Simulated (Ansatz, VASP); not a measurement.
# Cross-check of Ta between VASP and Ansatz

One calculation is typed for both programs; each brings its own data sets. How far apart do they land? Of the first pair: The structure shown is the start of the Ansatz relaxation below; VASP solves that cell, so the two are compared at the walk's first step.

Calculated with Ansatz 0.2.0; plane waves, with VASP 6.6.1 beside it; single point at PBEsol.

## Step 1: Starting point

The cell holds 5 atoms: 5 Ta. Its edges and angles: a = 3.303 Å, b = 2.860 Å, c = 23.342 Å, α = 90.0°, β = 90.0°, γ = 54.7°. It derives from Ta. As first built, before any earlier steps moved the atoms (in the runner's words): stoichiometric True; symmetric True; series ['metal Ta110', 5, 'layers']. Vacuum lies along c.

## Step 2: Ansatz: relaxation, PBEsol

Ansatz runs on its PAW soft_1 files.

The two programs are compared at the cell with which this relaxation starts, whose forces are those of its first step.

Contents of input.yaml:

```yaml
crystal:
  lattice:
    - [3.303, 0.0, 0.0]
    - [1.6515, 2.3355736983, 0.0]
    - [0.0, 0.0, 23.342294793]
  atoms:
    - { symbol: Ta, position: [0.0, 0.0, 0.700115175] }
    - { symbol: Ta, position: [0.5, 0.0, 0.600057587] }
    - { symbol: Ta, position: [0.0, 0.0, 0.5] }
    - { symbol: Ta, position: [0.5, 0.0, 0.399942413] }
    - { symbol: Ta, position: [0.0, 0.0, 0.299884825] }
kpoints:
  mp_grid: { grid: [12, 12, 1] }
scf:
  occupations: { method: fermi_dirac, width: 0.05 }
  n_extra_bands: 8
hamiltonian:
  xc: pbesol
  pseudopotentials: { kind: paw, azcp: { folder: soft_1 }, xc_functional: pbe }
output:
  forces: true
  write_potential: true
  volumetric_format: []
relax:
  f_tol: 0.03
  max_steps: 45
  constraints: [{ sites: [2] }]
```

Launch:

```sh
$ ansatz run input.yaml --threads 4 --pin off --max-ram 11264MiB --backend cpu --events-out ev --progress --plain --runs-dir out
```

Numbers of over 12 decimals in the logs are rounded to 6 here.

The program printed:

```text
scf.n_extra_bands = 8 over 33 filled bands (N_el = 65.0): the run solves 41 bands
Engine: ansatz 0.2.0, aarch64-unknown-linux-gnu
Pseudopotentials: kind: paw
Pseudopotential: Ta, paw, valence charge 13, recommended cutoff 420 eV (normal), soft_1/Ta.paw.azcp
Functional definition: PBEsol
  exchange = pbesol_x
  correlation = pbesol_c
Crystal: 5 atoms, lattice volume = 180.072 Å³
Basis set: ecut = 420 eV, 3529 PW (Γ), exchange–correlation on 48×40×320 points (8 copies of the dense FFT grid, shifted against one another)
Bands: 41, of which v1, the nominal top of the filled ones, is band 33 counted from 1 (32 counted from 0)
Symmetry: 8 space group operations
Space group: Cmmm (ITA 65), of the structure as read, at distance tolerance 5.6e-5 Å
k-points: 43 of 144
Non-local potential: Ta, projectors of the file, l = 0: 3, l = 1: 2, l = 2: 2, l = 3: 1
PAW form: soft (Blöchl's): semilocal exchange-correlation on the pseudo side does not see the compensation charge
PAW frozen core: Ta, regenerated for the run's functional, and the local potential with it (the file was generated under x = pbe(κ = 0.804, μ = 0.219515), c = pbe(β = 0.066725))
PAW one-centre angular grid: Ta, 590 points (default); XC on 64 Gauss nodes
Initial density: superposition of atomic densities (neutral atoms: chi_scale 0, normalization atom)
Initial wavefunctions: pseudopotential atomic-orbital guess
Functional: x = pbesol(κ = 0.804, μ = 0.123457), c = pbesol(β = 0.046)
SCF iter   1: F=—  HF=-49037.968203 eV  |F-HF|=—  |Δ(HF+E_count)|=         —  Δρ=4.80e-2  dr2=7.69e1  ethr=3.10e-3  ⟨swp⟩=9.3  Hψ=8611  notcnv=0  defer=1
preconditioner: auto → LDOS  [metal: Δε(μ)=0.025 eV  Ē_g=4.734 eV  σ=0.050 eV  W_gap=0.13  n_scr=16 (ndim 8)  ℏωp=13.8 eV  f_vac=0.419  D(μ)=3.72/eV (n_scr^D=14)  β→1.0]
SCF iter   2: F=—  HF=-49037.095781 eV  |F-HF|=—  |Δ(HF+E_count)|=   8.72e-1  Δρ=4.35e-2  dr2=9.39e1  ethr=3.10e-3  ⟨swp⟩=5.7  Hψ=4941  notcnv=0  defer=64
SCF iter   3: F=—  HF=-49034.457907 eV  |F-HF|=—  |Δ(HF+E_count)|=    2.64e0  Δρ=6.69e-3  dr2=8.95e-1  ethr=3.10e-3  ⟨swp⟩=4.8  Hψ=4251  notcnv=0  defer=33
SCF iter   4: F=—  HF=-49034.432688 eV  |F-HF|=—  |Δ(HF+E_count)|=   2.52e-2  Δρ=1.58e-3  dr2=2.03e-2  ethr=1.38e-3  ⟨swp⟩=1.5  Hψ=1970  notcnv=0  defer=35
SCF iter   5: F=—  HF=-49034.429169 eV  |F-HF|=—  |Δ(HF+E_count)|=   3.52e-3  Δρ=6.48e-4  dr2=9.94e-3  ethr=3.13e-5  ⟨swp⟩=2.2  Hψ=2598  notcnv=0  defer=38
SCF iter   6: F=—  HF=-49034.428946 eV  |F-HF|=—  |Δ(HF+E_count)|=   2.23e-4  Δρ=1.70e-4  dr2=2.60e-4  ethr=1.53e-5  ⟨swp⟩=1.2  Hψ=1759  notcnv=0  defer=37
SCF iter   7: F=-49034.428914 eV  HF=-49034.428917 eV  |F-HF|=2.90e-6  |Δ(HF+E_count)|=   2.89e-5  Δρ=4.38e-5  dr2=1.06e-5  ethr=3.46e-8  ⟨swp⟩=12.8  Hψ=17526  notcnv=0
SCF 1 converged in 7 iterations: F = -49034.428914 eV  dr2 = 1.06e-5
  greatest PAW one-centre occupation: 0.999 electrons in one spin orbital (limit 2), on the Ta atom at site 3 (counted from 0), in its partial waves of l = 0
relax step   1: F+E_penalty+E_count = -49034.42891408 eV  Δ(F+E_penalty+E_count) = +0.000e0 eV  max|allowed force component| = 7.045e-1 eV/Å  Δτ_max = 0.0000 Å  (7 SCF iters, dr2 threshold 2.25e-5 eV, accepted)
[...]
relax step   2: F+E_penalty+E_count = -49034.48959202 eV  Δ(F+E_penalty+E_count) = -6.068e-2 eV  max|allowed force component| = 7.085e-1 eV/Å  Δτ_max = 0.1947 Å  (6 SCF iters, dr2 threshold 3.10e-5 eV, accepted)
[...]
relax step   3: F+E_penalty+E_count = -49034.53255835 eV  Δ(F+E_penalty+E_count) = -4.297e-2 eV  max|allowed force component| = 1.406e-1 eV/Å  Δτ_max = 0.0709 Å  (6 SCF iters, dr2 threshold 3.14e-5 eV, accepted)
[...]
relax step   4: F+E_penalty+E_count = -49034.53707853 eV  Δ(F+E_penalty+E_count) = -4.520e-3 eV  max|allowed force component| = 6.631e-3 eV/Å  Δτ_max = 0.0257 Å  (6 SCF iters, dr2 threshold 1.24e-6 eV, accepted)
[...]
relax step   5: F+E_penalty+E_count = -49034.53707856 eV  Δ(F+E_penalty+E_count) = -3.200e-8 eV  max|allowed force component| = 6.539e-3 eV/Å  Δτ_max = 0.0000 Å  (2 SCF iters, accepted)
NSCF: frozen V_eff on 43 k-points
the band table was solved once a step of the walk had ended and its energy, with any forces and stress, was formed, with the checks that follow a solve (9916 applications of the Hamiltonian). They found nothing against the state; the energy, forces and stress were not computed again (output.eigenvalues in the input reference)
WARN: The output density's exchange-correlation potential varies sharply where the density is thin. Do not read a vacuum level from v_tot or v_xc, or from such a field of the output density. On a cell that repeats whose density bears no net charge and no dipole along the vacuum's axis use v_es (v_loc + v_h of the components); under efield.dipole_correction with no amplitude use v_es + v_field, which holds any externa [...]
SCF converged after 2 iterations
Free energy (F): -49034.537079 eV
Harris-Foulkes:  -49034.537079 eV  (|F-HF|=1.48e-8)
Internal energy: -49034.484121 eV  (E = F + TS)
E sigma→0 (E₀):  -49034.510600 eV
Entropy (-TS):   -0.052958 eV (-10.592 meV/atom)
Fermi energy:    6.918170 eV
--- Per-component energies (eV) ---
  E_band       = -1282.446379
  E_kinetic    = 1967.147373
  E_local      = -54986.639920  (includes V_loc(G=0)·N_el)
  E_nonlocal   = -43.199024
  E_hartree    = 26734.672433
  E_xc         = -1591.993933
  E_vxc        = -1164.654309  (∫ρ·V_xc dr)
  E_paw        = -40906.177943  (= ΣΔE_a)
  E_vpaw       = -524.404525  (= ΣTr[D̂ρ^β])
  E_aug_tail   = 0.000501  (compensation charges beyond the density's cutoff)
  E_ewald      = 19790.637828
  E_core_change = 1.068564  (= ΣΔE_core)
  E_smearing   = -0.052958  (= −TS)
  E_closure    = -0.000000  (closes the sum)
  Σ components = -49034.537079   (vs F -49034.537079, Δ=0.00e0)
--- Forces (eV/Å), atoms counted from 1 ---
  atom   1  Ta     0.00000000     0.00000000     0.00625313
  atom   2  Ta     0.00000000     0.00000000     0.00653876
  atom   3  Ta     0.00000000     0.00000000     0.00000000
  atom   4  Ta     0.00000000     0.00000000    -0.00653876
  atom   5  Ta     0.00000000     0.00000000    -0.00625313
  max |Σ_I F_I| component: 8.67e-19 eV/Å
--- Band table (eV; the first three rows and the last of 43) ---
  k-point 0: bands = [... 29 lower, 6.5430, 6.9692, 7.3981, 7.4699, 7.5403, 7.6382, 7.8548, 8.4565, ... 4 higher]
  k-point 1: bands = [... 29 lower, 6.6175, 7.1876, 7.2148, 7.3411, 7.5225, 7.6579, 7.7985, 7.9361, ... 4 higher]
  k-point 2: bands = [... 29 lower, 6.6193, 6.7941, 6.9788, 7.1626, 7.2911, 7.5734, 8.0126, 8.1109, ... 4 higher]
  k-point 42: bands = [... 29 lower, 6.0800, 6.1169, 6.1528, 6.5807, 7.1797, 7.3047, 7.3696, 8.9838, ... 4 higher]
--- Relaxed structure (5 steps of the walk, 5 accepted, 0 SCFs on fresh bases) ---
  F+E_penalty+E_count = -49034.53707856 eV   max|allowed force component| = 6.539e-3 eV/Å
  atoms:
    - { symbol: Ta, position: [0, 0.0, 0.693128] }
    - { symbol: Ta, position: [0.500000, 0.0, 0.598514] }
    - { symbol: Ta, position: [0.0, 0.0, 0.5] }
    - { symbol: Ta, position: [0.500000, 0, 0.401486] }
    - { symbol: Ta, position: [0, 0.0, 0.306872] }
```

## Step 3: VASP: single point, PBEsol, start cell, pair 1

The same cell, functional, mesh and smearing now go to VASP, with its own data sets.

Lines of VASP's logs that name or quote its potential files are left out, and so is its time.

Contents of INCAR:

```
SYSTEM = Ta
PREC = Accurate
ENCUT = 400
EDIFF = 1E-06
NELM = 120
ISMEAR = -1
SIGMA = 0.05
LREAL = .FALSE.
ALGO = Normal
GGA = PS
NBANDS = 34
LASPH = .TRUE.
LORBIT = 11
LWAVE = .FALSE.
LCHARG = .FALSE.
ISIF = 2
GGA_COMPAT = .FALSE.
KPAR = 2
```

Contents of POSCAR:

```
Ta
1.0
    3.3030000000      0.0000000000      0.0000000000
    1.6515000000      2.3355736983      0.0000000000
    0.0000000000      0.0000000000     23.3422947930
Ta
5
Direct
    0.0000000000      0.0000000000      0.7001151834
    0.5000000000      0.0000000000      0.6000575832
    0.0000000000      0.0000000000      0.5000000044
    0.5000000000      0.0000000000      0.3999424257
    0.0000000000      0.0000000000      0.2998848255
```

Contents of KPOINTS:

```
Automatic mesh
0
Gamma
12 12 1
0 0 0
```

PAW data sets: Ta_pv (PBE family, release 64).

Launch:

```sh
$ mpirun -np 2 vasp_std
```

The program printed:

```text
[banner, memory and clock lines left out]
running    2 mpi-ranks, on    1 nodes
 distrk:  each k-point on    1 cores,    2 groups
 distr:  one band on    1 cores,    1 groups

 POSCAR found type information on POSCAR Ta
 POSCAR found :  1 types and       5 ions
|                                                                             |
|               ----> ADVICE to this user running VASP <----                  |
|                                                                             |
|     You enforced a specific xc type in the INCAR file but a different       |
|     [... a line on the potential file left out ...]
|     I HOPE YOU KNOW WHAT YOU ARE DOING!                                     |
|                                                                             |

 LDA part: xc-table for (Slater+PW92), standard interpolation
 POSCAR, INCAR and KPOINTS ok, starting setup
 FFT: planning ... GRIDC
 FFT: planning ... GRID_SOFT
 FFT: planning ... GRID
 WAVECAR not read
 entering main loop
       N       E                     dE             d eps       ncg     rms          rms(c)
DAV:   1     0.427225503190E+03    0.42723E+03   -0.28307E+04  3596   0.122E+03
DAV:   2    -0.453004495124E+02   -0.47253E+03   -0.46518E+03  3380   0.376E+02
DAV:   3    -0.644615878681E+02   -0.19161E+02   -0.18600E+02  3892   0.662E+01
DAV:   4    -0.651390318281E+02   -0.67744E+00   -0.67028E+00  4166   0.112E+01
DAV:   5    -0.651613438486E+02   -0.22312E-01   -0.22238E-01  4244   0.162E+00    0.297E+01
DAV:   6    -0.795433325374E+02   -0.14382E+02   -0.17930E+02  4350   0.549E+01    0.195E+01
DAV:   7    -0.691510444734E+02    0.10392E+02   -0.28351E+02  4320   0.401E+01    0.167E+01
DAV:   8    -0.613891368358E+02    0.77619E+01   -0.46843E+01  3894   0.216E+01    0.619E+00
DAV:   9    -0.601919135900E+02    0.11972E+01   -0.76478E+00  4122   0.989E+00    0.241E+00
DAV:  10    -0.602150905092E+02   -0.23177E-01   -0.45715E-01  3970   0.289E+00    0.196E+00
DAV:  11    -0.602107562894E+02    0.43342E-02   -0.68461E-02  4022   0.172E+00    0.156E+00
DAV:  12    -0.601647287001E+02    0.46028E-01   -0.16095E-01  4016   0.201E+00    0.736E-01
DAV:  13    -0.601605035819E+02    0.42251E-02   -0.26217E-02  4064   0.122E+00    0.386E-01
DAV:  14    -0.601600795173E+02    0.42406E-03   -0.33133E-03  4532   0.399E-01    0.210E-01
[...]
DAV:  19    -0.601599433250E+02   -0.78126E-05   -0.38809E-05  3042   0.205E-02    0.770E-03
DAV:  20    -0.601599704590E+02   -0.27134E-04   -0.74180E-06  2988   0.897E-03    0.381E-03
DAV:  21    -0.601600236791E+02   -0.53220E-04   -0.53726E-06  2440   0.733E-03    0.340E-03
DAV:  22    -0.601600320186E+02   -0.83395E-05   -0.67009E-07  2232   0.518E-03    0.263E-03
DAV:  23    -0.601600498785E+02   -0.17860E-04   -0.11489E-06  2152   0.615E-03    0.749E-04
DAV:  24    -0.601600510734E+02   -0.11949E-05   -0.63192E-08  1714   0.108E-03    0.709E-04
DAV:  25    -0.601600523086E+02   -0.12352E-05   -0.11425E-07  1802   0.188E-03    0.263E-04
DAV:  26    -0.601600524384E+02   -0.12981E-06   -0.12009E-08  1654   0.557E-04
   1 F= -.60160052E+02 E0= -.60132922E+02  d E =-.542610E-01
```

OUTCAR, selected parts (step 3):

```text
ion  position               nearest neighbor table
   1  0.000  0.000  0.700-   2 2.86   2 2.86   2 3.30   2 3.30
   2  0.500  0.000  0.600-   3 2.86   3 2.86   1 2.86   1 2.86   3 3.30   3 3.30   1 3.30   1 3.30

  LATTYP: Found a base centered orthorhombic cell.
 ALAT       =     3.3030000000
 B/A-ratio  =     1.4142135624
 C/A-ratio  =     7.0669981208

 Subroutine GETGRP returns: Found  8 space group operations
 (whereof  8 operations were pure point group operations)

The static configuration has the point symmetry D_2h.

 Found     43 irreducible k-points:

   k-points           NKPTS =     43   k-points in BZ     NKDIM =     43   number of bands    NBANDS=     34

   dimension x,y,z NGX =    24 NGY =   20 NGZ =  160
   dimension x,y,z NGXF=    48 NGYF=   40 NGZF=  320

   ENCUT  =  400.0 eV  29.40 Ry    5.42 a.u.   5.39  4.66 38.07*2*pi/ulx,y,z

   NELECT =      55.0000    total number of electrons

 k-points in reciprocal lattice and weights: Automatic mesh
   0.00000000  0.00000000  0.00000000       0.007
   0.08333333 -0.00000000  0.00000000       0.028
   0.16666667 -0.00000000  0.00000000       0.028
   0.25000000 -0.00000000  0.00000000       0.028
   0.33333333 -0.00000000  0.00000000       0.028
   0.41666667 -0.00000000  0.00000000       0.028
   0.50000000 -0.00000000  0.00000000       0.014
   0.00000000  0.08333333  0.00000000       0.014
   0.16666667  0.08333333  0.00000000       0.014
[...]
-0.08333333  0.41666667  0.00000000       0.028
   0.00000000  0.50000000  0.00000000       0.007

 average (electrostatic) potential at core
       1 -41.6682       2 -41.2183       3 -41.1322       4 -41.2182       5 -41.6682

 E-fermi :   0.4078

 k-point     1 :       0.0000    0.0000    0.0000
  band No.  band energies     occupation
    ...
     22      -0.7939      2.00000
     23      -0.2658      2.00000
     24       0.0336      1.99888
     25       0.0373      1.99879
     26       0.3305      1.64858
     27       0.6507      0.01541
     28       0.8369      0.00037
     29       0.9028      0.00010
     30       1.0314      0.00001
     31       1.4269      0.00000
    ...

 k-point     2 :       0.0833   -0.0000    0.0000
  band No.  band energies     occupation
    ...
     22      -0.7658      2.00000
     23      -0.2517      2.00000
     24      -0.0495      1.99979
     25      -0.0178      1.99960
     26       0.3312      1.64477
     27       0.5263      0.17101
     28       0.6300      0.02321
     29       0.8309      0.00042
     30       1.1114      0.00000
     31       1.3289      0.00000
    ...

 k-point     3 :       0.1667   -0.0000    0.0000
  band No.  band energies     occupation
    ...
     24      -0.2630      2.00000
     25      -0.2149      1.99999
     26       0.1170      1.99405
     27       0.2276      1.94696
     28       0.4075      1.00241
     29       0.5054      0.24861
     30       0.6778      0.00900
     31       1.5777      0.00000
     32       1.7139      0.00000
     33       2.8680      0.00000
    ...

  Total       -6.3630565     -6.6648638     -4.7705109      0.0000000      0.0000000      0.0000000
  in kB      -56.6148895    -59.3002007    -42.4453169      0.0000000      0.0000000      0.0000000
  external PRESSURE =     -52.7868024 kB  Pullay stress =       0.0000000 kB

  energy-cutoff  :      400.00
  volume of cell :      180.07
      direct lattice vectors                 reciprocal lattice vectors
     3.303000000  0.000000000  0.000000000     0.302755071 -0.214080164  0.000000000
     1.651500000  2.335573698  0.000000000     0.000000000  0.428160328  0.000000000
     0.000000000  0.000000000 23.342294793     0.000000000  0.000000000  0.042840689

 POSITION                                       TOTAL-FORCE (eV/Angst)
 -----------------------------------------------------------------------------------
      0.00000      0.00000     16.34229         0.000000     -0.000000     -0.700144
      1.65150      0.00000     14.00672        -0.000000      0.000000      0.390756
      0.00000      0.00000     11.67115        -0.000000      0.000000     -0.000000
      1.65150      0.00000      9.33557        -0.000000      0.000000     -0.390756
      0.00000      0.00000      7.00000         0.000000      0.000000      0.700144
 -----------------------------------------------------------------------------------
    total drift:                                0.000000     -0.000000     -0.000343

  FREE ENERGIE OF THE ION-ELECTRON SYSTEM (eV)
  ---------------------------------------------------
  free  energy   TOTEN  =       -60.1600524384 eV

  energy  without entropy=      -60.1057914468  energy(sigma->0) =      -60.13292194

 total charge
# of ion       s       p       d       tot
------------------------------------------
    1        0.373   6.086   2.374   8.834
    2        0.369   6.172   2.380   8.921
    3        0.368   6.177   2.382   8.926
    4        0.369   6.172   2.380   8.921
    5        0.373   6.086   2.374   8.834
--------------------------------------------------
tot          1.853  30.693  11.890  44.436

[... 3 further parts left out ...]
```

This run has no spin polarisation. Its electron count is odd, so without a moment it is a metal by construction. The PAW data sets were made with PBE, which is usual practice but a small mismatch for other functionals.

## Step 4: Differences

Known differences besides the potentials themselves: the data sets hold 65 valence electrons in Ansatz (on its PAW soft_1 files) and 55 in VASP; the cutoff is 420 eV in Ansatz and 400 eV in VASP; Ansatz makes its cores anew for this functional, VASP keeps those of its PBE data sets. Total energies have different zeros and are not compared.

Forces (eV/Å; atoms numbered as in POSCAR):

```
atom        Ansatz x, y, z          VASP x, y, z
 Ta1  0.000, 0.000, -0.705  0.000, 0.000, -0.700
 Ta2   0.000, 0.000, 0.386   0.000, 0.000, 0.391
 Ta3   0.000, 0.000, 0.000   0.000, 0.000, 0.000
 Ta4  0.000, 0.000, -0.386  0.000, 0.000, -0.391
 Ta5   0.000, 0.000, 0.705   0.000, 0.000, 0.700
```

The forces differ by 2.5 meV/Å r.m.s., which is 0.9 % of the r.m.s. force of 0.293 eV/Å (both taken over all components). With vacuum in the cell, a pressure given here is an average over mostly empty space and none of the material.

## Step 5: Ansatz: relaxation, PBEsol

This run makes the geometry at which the two programs are then compared.

The structure compared here is the end of the Ansatz relaxation.

input.yaml is that of step 2.

Launch:

```sh
$ ansatz run input.yaml --threads 4 --pin off --max-ram 11264MiB --backend cpu --events-out ev --progress --plain --runs-dir out
```

The program printed:

```text
[...]
Crystal: 5 atoms, lattice volume = 180.072 Å³
Basis set: ecut = 420 eV, 3529 PW (Γ), exchange–correlation on 48×40×320 points (8 copies of the dense FFT grid, shifted against one another)
Bands: 41, of which v1, the nominal top of the filled ones, is band 33 counted from 1 (32 counted from 0)
Symmetry: 8 space group operations
[...]
k-points: 43 of 144
[...]
k-point 42: bands = [... 29 lower, 6.0800, 6.1169, 6.1528, 6.5807, 7.1797, 7.3047, 7.3696, 8.9838, ... 4 higher]
--- Relaxed structure (5 steps of the walk, 5 accepted, 0 SCFs on fresh bases) ---
  F+E_penalty+E_count = -49034.53707856 eV   max|allowed force component| = 6.539e-3 eV/Å
  atoms:
    - { symbol: Ta, position: [0, 0.0, 0.693128] }
    - { symbol: Ta, position: [0.500000, 0.0, 0.598514] }
    - { symbol: Ta, position: [0.0, 0.0, 0.5] }
    - { symbol: Ta, position: [0.500000, 0, 0.401486] }
    - { symbol: Ta, position: [0, 0.0, 0.306872] }
[key lines of the parts left out:]
SCF converged after 2 iterations
Free energy (F): -49034.537079 eV
Fermi energy:    6.918170 eV
```

(Continued in part 2 of 2.)

[Lines on the potential files, build, host, timing and source positions are cut from VASP's logs without a mark.]

[Logs are printed without paths, hosts, clocks, repeated set-up lines and the standing remarks that a program may print on its own settings, such as how far it seeks lower states.]

[Hosts, paths, dates, database ids (printed as entryN), source tags and the programs' standing remarks are cut or masked in the printed files.]
